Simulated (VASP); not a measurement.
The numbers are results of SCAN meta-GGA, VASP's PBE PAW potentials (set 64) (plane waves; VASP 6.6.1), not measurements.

Input for VASP

**KPOINTS**
```
K-points
0
gamma
 16 16 16
```

### INCAR
```
SYSTEM = Rh
PREC = Accurate
ENCUT = 520
EDIFF = 1E-7
NELM = 100
ALGO = Normal
LREAL = .FALSE.
LASPH = .TRUE.
ISMEAR = 1
SIGMA = 0.1
METAGGA = SCAN
LMIXTAU = .TRUE.
LMAXMIX = 4
LWAVE = .FALSE.
LCHARG = .FALSE.
ISIF = 2
```

**POSCAR**
```
Rh
2.7285080
  0.0000000000   0.7071066658   0.7071066658
  0.7071066658   0.0000000000   0.7071066658
  0.7071066658   0.7071066658   0.0000000000
Rh
1
Cartesian
  0.7071066658   0.0000000000   0.7071066658
```

POTCAR, in this order: Rh_pv (PBE.64 set). Program: vasp_std.

Output of the run:

### OSZICAR
```
       N       E                     dE             d eps       ncg     rms          rms(c)
DAV:   1     0.900590091387E+02    0.90059E+02   -0.96296E+03  3190   0.148E+03
DAV:   2    -0.368979734147E+02   -0.12696E+03   -0.12173E+03  3262   0.399E+02
DAV:   3    -0.385477144481E+02   -0.16497E+01   -0.16393E+01  3703   0.519E+01
DAV:   4    -0.385580448295E+02   -0.10330E-01   -0.10329E-01  3480   0.425E+00
DAV:   5    -0.385582208566E+02   -0.17603E-03   -0.17603E-03  3655   0.514E-01    0.119E+01
DAV:   6    -0.335722578556E+02    0.49860E+01   -0.68665E+00  3319   0.393E+01    0.282E+00
DAV:   7    -0.337394898541E+02   -0.16723E+00   -0.70377E-01  3226   0.131E+01    0.217E+00
DAV:   8    -0.337165640735E+02    0.22926E-01   -0.63186E-02  3349   0.361E+00    0.571E-01
DAV:   9    -0.337231688755E+02   -0.66048E-02   -0.49316E-02  3343   0.305E+00    0.440E-01
DAV:  10    -0.337173579990E+02    0.58109E-02   -0.68990E-03  3367   0.123E+00    0.228E-01
DAV:  11    -0.337196869703E+02   -0.23290E-02   -0.30419E-03  3367   0.848E-01    0.614E-02
DAV:  12    -0.337198178149E+02   -0.13084E-03   -0.18091E-04  3358   0.176E-01    0.826E-02
DAV:  13    -0.337198198924E+02   -0.20774E-05   -0.30815E-04  3268   0.276E-01    0.154E-02
DAV:  14    -0.337198491030E+02   -0.29211E-04   -0.28306E-05  3331   0.805E-02    0.154E-03
DAV:  15    -0.337198519352E+02   -0.28322E-05   -0.10834E-06  3679   0.131E-02    0.243E-03
DAV:  16    -0.337198496732E+02    0.22620E-05   -0.56417E-07  3343   0.102E-02    0.691E-04
DAV:  17    -0.337198518882E+02   -0.22150E-05   -0.17653E-07  2699   0.569E-03    0.282E-04
DAV:  18    -0.337198530979E+02   -0.12097E-05   -0.60385E-09  1709   0.121E-03    0.553E-05
DAV:  19    -0.337198528170E+02    0.28094E-06   -0.18858E-09  1667   0.657E-04    0.605E-05
DAV:  20    -0.337198529527E+02   -0.13572E-06   -0.93263E-10  1676   0.475E-04    0.163E-05
DAV:  21    -0.337198530193E+02   -0.66630E-07   -0.45911E-11  1658   0.860E-05
   1 F= -.33719853E+02 E0= -.33719606E+02  d E =-.740488E-03
```

**OUTCAR**
```
------------------------ aborting loop because EDIFF is reached ----------------------------------------
  FORCE on cell =-STRESS in cart. coord.  units (eV):
  Direction    XX          YY          ZZ          XY          YZ          ZX
  --------------------------------------------------------------------------------------
  Total       -1.3204229     -1.3204229     -1.3204229     -0.0000000     -0.0000000      0.0000000
  in kB     -147.2865736   -147.2865736   -147.2865736     -0.0000000     -0.0000000      0.0000000
  external PRESSURE =    -147.2865736 kB  Pullay stress =       0.0000000 kB
  volume of cell :       14.36
      direct lattice vectors                 reciprocal lattice vectors
     0.000000000  1.929346194  1.929346194    -0.259155149  0.259155149  0.259155149
     1.929346194  0.000000000  1.929346194     0.259155149 -0.259155149  0.259155149
     1.929346194  1.929346194  0.000000000     0.259155149  0.259155149 -0.259155149
 POSITION                                       TOTAL-FORCE (eV/Angst)
 -----------------------------------------------------------------------------------
      0.00000      0.00000      0.00000         0.000000      0.000000      0.000000
 -----------------------------------------------------------------------------------
    total drift:                               -0.000000     -0.000000     -0.000000
  FREE ENERGIE OF THE ION-ELECTRON SYSTEM (eV)
  ---------------------------------------------------
  free  energy   TOTEN  =       -33.7198530193 eV

  energy  without entropy=      -33.7191125318  energy(sigma->0) =      -33.71960619
```
(Selected blocks of OUTCAR.)

### OUTCAR
```
 val. band max:       10.8555897919   @ k =  -0.1875   0.1250   0.0000

 cond. band min:      10.8592385965   @ k =   0.3125   0.3125   0.0000


 Fermi energy:        10.8575374150

 k-point     1 :       0.0000    0.0000    0.0000
  band No.  band energies     occupation
      1     -36.9604      2.00000
      2     -36.9602      2.00000
      3     -36.9602      2.00000
      4       2.8569      2.00000
      5       7.9049      2.00000
      6       7.9049      2.00000
      7       7.9051      2.00000
      8       9.8629      2.00000
      9       9.8630      2.00000
     10      27.5745      0.00000
     11      31.7802      0.00000

 k-point     2 :       0.0625    0.0000    0.0000
  band No.  band energies     occupation
      1     -36.9867      2.00000
      2     -36.9640      2.00000
      3     -36.9638      2.00000
      4       3.0150      2.00000
      5       7.8365      2.00000
      6       7.9654      2.00000
      7       7.9655      2.00000
      8       9.8310      2.00000
      9       9.8311      2.00000
     10      27.7916      0.00000
     11      31.7798      0.00000

 k-point     3 :       0.1250    0.0000    0.0000
  band No.  band energies     occupation
      1     -37.0617      2.00000
      2     -36.9743      2.00000
      3     -36.9741      2.00000
      4       3.4637      2.00000
      5       7.6738      2.00000
      6       8.1150      2.00000
      7       8.1152      2.00000
      8       9.7727      2.00000
      9       9.7729      2.00000
     10      28.3335      0.00000
     11      30.4675      0.00000

 k-point     4 :       0.1875    0.0000    0.0000
  band No.  band energies     occupation
      1     -37.1729      2.00000
      2     -36.9896      2.00000
      3     -36.9894      2.00000
      4       4.1044      2.00000
      5       7.5548      2.00000
      6       8.2484      2.00000
      7       8.2487      2.00000
      8       9.8055      2.00000
      9       9.8057      2.00000
...
```

The compound is Rh in the fcc structure. This cell is one point of a volume scan, at 1.06 of the reference volume.
